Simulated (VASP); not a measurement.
A convergence study with VASP on Lu (hcp): one setting is varied, all else stays as given below, so the limit is that of these other settings.

```xyz
2
Lattice="1.7500 -3.0311 0.0000 1.7500 3.0311 0.0000 0.0000 0.0000 5.5500" Properties=species:S:1:pos:R:3 pbc="T T T"
Lu     1.7500     1.0104     1.3875
Lu     1.7500    -1.0104     4.1625
```

Calculation: PBE GGA, VASP's PBE PAW potentials (set 64) (plane waves; VASP). The tightest run used: 550 eV cut-off, 21×21×13 Γ-centred mesh, first-order Methfessel-Paxton smearing of 0.10 eV, potentials Lu_3.

Task: The settings run are 1×1×1 mesh; 2×2×1 mesh; 3×3×2 mesh; 4×4×2 mesh; 5×5×3 mesh; 7×7×4 mesh; 8×8×5 mesh; 9×9×6 mesh; 10×10×6 mesh; 11×11×7 mesh; 12×12×7 mesh; 14×14×9 mesh; 15×15×9 mesh; 16×16×10 mesh; 17×17×10 mesh; 18×18×11 mesh; 20×20×12 mesh; 21×21×13 mesh. From which on does the energy per atom stay within 0.001 eV/atom of the tightest run?

Result: From 10×10×6 mesh on: it is off by 0.0005 there and by no more than 0.001 in any finer run, while 9×9×6 mesh is off by 0.0015.
```tsv
setting	E (eV/atom)	pressure (GPa)	irreducible k-points	difference judged (eV/atom)
1×1×1 mesh	-6.6972	13.33	1	2.2448
2×2×1 mesh	-4.9712	-9.44	2	0.5188
3×3×2 mesh	-4.3718	-0.31	6	0.0806
4×4×2 mesh	-4.4371	0.89	8	0.0153
5×5×3 mesh	-4.4225	0.32	10	0.0299
7×7×4 mesh	-4.4585	-0.20	24	0.0061
8×8×5 mesh	-4.4468	0.14	30	0.0056
9×9×6 mesh	-4.4539	-0.08	48	0.0015
10×10×6 mesh	-4.4529	-0.17	56	0.0005
11×11×7 mesh	-4.4518	-0.02	64	0.0006
12×12×7 mesh	-4.4524	0.00	76	0.0000
14×14×9 mesh	-4.4523	-0.02	120	0.0001
15×15×9 mesh	-4.4523	-0.06	135	0.0001
16×16×10 mesh	-4.4520	-0.04	180	0.0003
17×17×10 mesh	-4.4524	-0.04	198	0.0000
18×18×11 mesh	-4.4523	-0.05	222	0.0000
20×20×12 mesh	-4.4522	-0.04	308	0.0002
21×21×13 mesh	-4.4524	-0.05	336	0.0000
```

Left out are rungs that failed or repeat a setting and relaxations that didn't move; long series are thinned to 24 rows.

The compound is Lu in the hcp structure. The cell was not relaxed at this level.
